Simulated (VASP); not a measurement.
All values below come from PBE GGA, VASP's PBE PAW potentials (set 64) (plane waves; VASP).

A VASP calculation is set up with these files.

### POSCAR
```
Tc
1
    1.3974000000    -2.4203680000     0.0000000000
    1.3974000000     2.4203680000     0.0000000000
    0.0000000000     0.0000000000     4.4778000000
Tc
2
Direct
  0.3333330000   0.6666670000   0.2500000000
  0.6666670000   0.3333330000   0.7500000000
```

**INCAR**
```
SYSTEM = Tc
ALGO = Normal   # blocked Davidson
SIGMA = 0.1   # width (eV)
ISMEAR = 1   # Methfessel-Paxton
ISIF = 2   # forces and stress, cell fixed
LCHARG = F
LREAL = F
LASPH = T   # aspherical one-centre terms
EDIFF = 1E-6   # SCF stop (eV)
ENCUT = 400   # plane-wave cut-off (eV)
ISYM = -1
LWAVE = F
GGA = PE   # PBE
PREC = Accurate
NELM = 100
LMAXMIX = 4
```

KPOINTS:
```
Automatic mesh
0
gamma
 13 13 8
0 0 0
```

POTCAR, in this order: Tc_pv (PBE.64 set). Program: vasp_std.

What VASP printed:

OSZICAR:
```
       N       E                     dE             d eps       ncg     rms          rms(c)
DAV:   1     0.275071922039E+03    0.27507E+03   -0.14695E+04 46984   0.130E+03
DAV:   2    -0.152420936300E+02   -0.29031E+03   -0.28741E+03 51130   0.411E+02
DAV:   3    -0.220975107244E+02   -0.68554E+01   -0.67024E+01 55428   0.736E+01
DAV:   4    -0.221634952239E+02   -0.65984E-01   -0.65393E-01 51589   0.693E+00
DAV:   5    -0.221640974107E+02   -0.60219E-03   -0.60200E-03 51403   0.631E-01    0.215E+01
DAV:   6    -0.207825900726E+02    0.13815E+01   -0.36388E+00 49212   0.183E+01    0.594E+00
DAV:   7    -0.206434346908E+02    0.13916E+00   -0.56390E-01 53065   0.644E+00    0.775E-01
DAV:   8    -0.206343340238E+02    0.91007E-02   -0.83974E-03 47233   0.984E-01    0.232E-01
DAV:   9    -0.206342440690E+02    0.89955E-04   -0.65568E-04 56070   0.219E-01    0.292E-02
DAV:  10    -0.206342406965E+02    0.33726E-05   -0.55904E-05 51960   0.762E-02    0.189E-02
DAV:  11    -0.206342384577E+02    0.22388E-05   -0.21380E-05 48402   0.408E-02    0.127E-02
DAV:  12    -0.206342383210E+02    0.13666E-06   -0.22726E-06 31666   0.143E-02
   1 F= -.20634238E+02 E0= -.20634253E+02  d E =0.429277E-04
```

OUTCAR:
```
------------------------ aborting loop because EDIFF is reached ----------------------------------------
  FORCE on cell =-STRESS in cart. coord.  units (eV):
  Direction    XX          YY          ZZ          XY          YZ          ZX
  --------------------------------------------------------------------------------------
  Total       -2.7391134     -2.7391337     -2.6955108      0.0000132      0.0000115     -0.0000075
  in kB     -144.8851111   -144.8861884   -142.5787568      0.0006957      0.0006069     -0.0003960
  external PRESSURE =    -144.1166854 kB  Pullay stress =       0.0000000 kB
  volume of cell :       30.29
      direct lattice vectors                 reciprocal lattice vectors
     1.397400000 -2.420368000  0.000000000     0.357807357 -0.206580156  0.000000000
     1.397400000  2.420368000  0.000000000     0.357807357  0.206580156  0.000000000
     0.000000000  0.000000000  4.477800000     0.000000000  0.000000000  0.223323954
 POSITION                                       TOTAL-FORCE (eV/Angst)
 -----------------------------------------------------------------------------------
      1.39740      0.80679      1.11945         0.000000     -0.000009     -0.000000
      1.39740     -0.80679      3.35835        -0.000000      0.000009      0.000000
 -----------------------------------------------------------------------------------
    total drift:                                0.000000      0.000000      0.000000
  FREE ENERGIE OF THE ION-ELECTRON SYSTEM (eV)
  ---------------------------------------------------
  free  energy   TOTEN  =       -20.6342383210 eV

  energy  without entropy=      -20.6342812487  energy(sigma->0) =      -20.63425263
```
(Selected blocks of OUTCAR.)

The compound is Tc in the hcp structure. The cell was not relaxed at this level. The run is one of a series of settings (ISYM = -1 against the base run), some of them coarse on purpose.
